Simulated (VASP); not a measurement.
Computed with TPSS meta-GGA, VASP's PBE PAW potentials (set 64) (plane waves; VASP).

VASP ran on this input.

### KPOINTS
```
Automatic mesh
0
Gamma
8 8 8
0 0 0
```

### POSCAR
```
PbS
1
    0.0000000000     2.9326511849     2.9326511849
    2.9326511849     0.0000000000     2.9326511849
    2.9326511849     2.9326511849     0.0000000000
Pb S
1 1
Direct
  0.0000000000   0.0000000000   0.0000000000
  0.5000000000   0.5000000000   0.5000000000
```

**INCAR**
```
# general
SYSTEM  = PbS
PREC    = Accurate
ENCUT   = 520
LREAL   = .FALSE.
LASPH   = .TRUE.

# electronic loop
EDIFF   = 1E-7
NELM    = 100
ALGO    = Normal
LMAXMIX = 4
LMIXTAU = .TRUE.

# smearing
ISMEAR  = 0
SIGMA   = 0.05

# functional
METAGGA = TPSS

# ions
ISIF    = 2

# output
LWAVE   = .FALSE.
LCHARG  = .FALSE.
```

POTCAR, in this order: Pb_d S (PBE.64 set). Program: vasp_std.

What VASP printed:

### OUTCAR
```
 ion  position               nearest neighbor table
   1  0.000  0.000  0.000-   2 2.93   2 2.93   2 2.93   2 2.93   2 2.93   2 2.93
   2  0.500  0.500  0.500-   1 2.93   1 2.93   1 2.93   1 2.93   1 2.93   1 2.93
  LATTYP: Found a face centered cubic cell.
 ALAT       =     5.8653023698
 Subroutine PRICEL returns:
 Original cell was already a primitive cell.
 Subroutine GETGRP returns: Found 48 space group operations
The static configuration has the point symmetry O_h .
The dynamic configuration has the point symmetry O_h .
 Subroutine INISYM returns: Found 48 space group operations
 Subroutine IBZKPT returns following result:
 Found     29 irreducible k-points:

 Following reciprocal coordinates:
            Coordinates               Weight
  0.000000  0.000000  0.000000      1.000000
  0.125000  0.000000  0.000000      8.000000
  0.250000  0.000000  0.000000      8.000000
  0.375000  0.000000  0.000000      8.000000
  0.500000  0.000000  0.000000      4.000000
  0.125000  0.125000  0.000000      6.000000
  0.250000  0.125000  0.000000     24.000000
  0.375000  0.125000  0.000000     24.000000
  0.500000  0.125000  0.000000     24.000000
 -0.375000  0.125000  0.000000     24.000000
 -0.250000  0.125000  0.000000     24.000000
 -0.125000  0.125000  0.000000     12.000000
  0.250000  0.250000  0.000000      6.000000
  0.375000  0.250000  0.000000     24.000000
  0.500000  0.250000  0.000000     24.000000
 -0.375000  0.250000  0.000000     24.000000
 -0.250000  0.250000  0.000000     12.000000
  0.375000  0.375000  0.000000      6.000000
  0.500000  0.375000  0.000000     24.000000
 -0.375000  0.375000  0.000000     12.000000
  0.500000  0.500000  0.000000      3.000000
  0.375000  0.250000  0.125000     24.000000
  0.500000  0.250000  0.125000     48.000000
 -0.375000  0.250000  0.125000     24.000000
...
```

**OSZICAR**
```
       N       E                     dE             d eps       ncg     rms          rms(c)
DAV:   1     0.146279193138E+03    0.14628E+03   -0.99780E+03   812   0.151E+03
DAV:   2    -0.296933878292E+01   -0.14925E+03   -0.14609E+03   860   0.358E+02
DAV:   3    -0.141819917985E+02   -0.11213E+02   -0.10903E+02  1058   0.994E+01
DAV:   4    -0.144428596164E+02   -0.26087E+00   -0.26076E+00   902   0.170E+01
DAV:   5    -0.144508189995E+02   -0.79594E-02   -0.79592E-02  1184   0.309E+00    0.585E+00
DAV:   6    -0.132708479855E+02    0.11800E+01   -0.57359E+00   824   0.305E+01    0.234E+00
DAV:   7    -0.133258679942E+02   -0.55020E-01   -0.37218E-01  1132   0.775E+00    0.179E+00
DAV:   8    -0.132913727768E+02    0.34495E-01   -0.53859E-01   916   0.484E+00    0.106E+00
DAV:   9    -0.131939882156E+02    0.97385E-01   -0.42707E+03   812   0.719E+04    0.717E-01
DAV:  10    -0.445594364313E+02   -0.31365E+02   -0.31353E+02  1400   0.114E+01    0.116E+01
DAV:  11    -0.129669894160E+02    0.31592E+02   -0.40308E+01   812   0.159E+01    0.551E-01
DAV:  12    -0.132017916610E+02   -0.23480E+00   -0.42244E-01  1148   0.536E-01    0.353E-01
DAV:  13    -0.133113172582E+02   -0.10953E+00   -0.97039E-01   830   0.168E+00    0.238E-01
DAV:  14    -0.133119019183E+02   -0.58466E-03   -0.47423E-03  1058   0.177E-01    0.221E-01
DAV:  15    -0.133120178161E+02   -0.11590E-03   -0.94972E-04   970   0.318E-01    0.127E-01
DAV:  16    -0.133120782384E+02   -0.60422E-04   -0.10589E-04   830   0.898E-02    0.122E-01
DAV:  17    -0.133122227950E+02   -0.14456E-03   -0.43742E-04   824   0.242E-01    0.104E-01
DAV:  18    -0.133122392691E+02   -0.16474E-04   -0.34602E-05   842   0.525E-02    0.108E-01
DAV:  19    -0.133122363756E+02    0.28935E-05   -0.46722E-06   944   0.149E-02    0.104E-01
DAV:  20    -0.133122375465E+02   -0.11708E-05   -0.13366E-05   974   0.412E-02    0.962E-02
DAV:  21    -0.133122380936E+02   -0.54716E-06   -0.56427E-07   824   0.860E-03    0.957E-02
DAV:  22    -0.133122379141E+02    0.17950E-06   -0.14843E-06   916   0.101E-02    0.965E-02
DAV:  23    -0.133122382537E+02   -0.33955E-06   -0.10403E-06   848   0.858E-03    0.969E-02
DAV:  24    -0.133122387557E+02   -0.50198E-06   -0.25484E-07   916   0.536E-03    0.971E-02
DAV:  25    -0.133122381843E+02    0.57139E-06   -0.15365E-06  1000   0.114E-02    0.101E-01
DAV:  26    -0.133122383746E+02   -0.19033E-06   -0.24647E-07   810   0.353E-03    0.103E-01
DAV:  27    -0.133122383553E+02    0.19324E-07   -0.19844E-08   442   0.129E-03
   1 F= -.13312238E+02 E0= -.13312237E+02  d E =-.318815E-05
```

**OUTCAR**
```
------------------------ aborting loop because EDIFF is reached ----------------------------------------
  FORCE on cell =-STRESS in cart. coord.  units (eV):
  Direction    XX          YY          ZZ          XY          YZ          ZX
  --------------------------------------------------------------------------------------
  Total        1.2651225      1.2651225      1.2651225      0.0000000     -0.0000000      0.0000000
  in kB       40.1820345     40.1820345     40.1820345      0.0000000     -0.0000000      0.0000000
  external PRESSURE =      40.1820345 kB  Pullay stress =       0.0000000 kB
  volume of cell :       50.44
      direct lattice vectors                 reciprocal lattice vectors
     0.000000000  2.932651185  2.932651185    -0.170494194  0.170494194  0.170494194
     2.932651185  0.000000000  2.932651185     0.170494194 -0.170494194  0.170494194
     2.932651185  2.932651185  0.000000000     0.170494194  0.170494194 -0.170494194
  FREE ENERGIE OF THE ION-ELECTRON SYSTEM (eV)
  ---------------------------------------------------
  free  energy   TOTEN  =       -13.3122383553 eV

  energy  without entropy=      -13.3122351671  energy(sigma->0) =      -13.31223676
```
(Selected blocks of OUTCAR.)

OUTCAR:
```
 val. band max:        6.2659767752   @ k =   0.5000   0.0000   0.0000

 cond. band min:       6.4879922947   @ k =   0.5000   0.0000   0.0000


 Fermi energy:         6.3769845217

 k-point     1 :       0.0000    0.0000    0.0000
  band No.  band energies     occupation
      1     -10.7339      2.00000
      2     -10.7339      2.00000
      3     -10.7339      2.00000
      4     -10.7217      2.00000
      5     -10.7217      2.00000
      6      -7.9540      2.00000
      7       0.2551      2.00000
      8       3.8443      2.00000
      9       3.8443      2.00000
     10       3.8443      2.00000
     11      11.6801      0.00000
     12      11.6801      0.00000
     13      11.6801      0.00000
     14      12.9196      0.00000

 k-point     2 :       0.1250    0.0000    0.0000
  band No.  band energies     occupation
      1     -10.7332      2.00000
      2     -10.7321      2.00000
      3     -10.7321      2.00000
      4     -10.7212      2.00000
      5     -10.7212      2.00000
      6      -7.8143      2.00000
      7      -0.2738      2.00000
      8       3.8870      2.00000
      9       3.8870      2.00000
     10       4.2522      2.00000
     11      10.3030      0.00000
     12      10.8204      0.00000
     13      10.8204      0.00000
     14      12.8270      0.00000

 k-point     3 :       0.2500    0.0000    0.0000
  band No.  band energies     occupation
      1     -10.7430      2.00000
      2     -10.7430      2.00000
      3     -10.7323      2.00000
      4     -10.7045      2.00000
      5     -10.7045      2.00000
      6      -7.4265      2.00000
      7      -1.3578      2.00000
      8       4.0077      2.00000
      9       4.0077      2.00000
     10       4.9992      2.00000
     11       8.5834      0.00000
     12       9.5394      0.00000
     13       9.5394      0.00000
     14      12.9819      0.00000

 k-point     4 :       0.3750    0.0000    0.0000
  band No.  band energies     occupation
...
```

Unless said otherwise, spin-orbit coupling is left out, though it shifts the bands of the heavy elements here.

The compound is PbS in the rock salt structure. This cell is one point of a volume scan, at 0.94 of the reference volume.
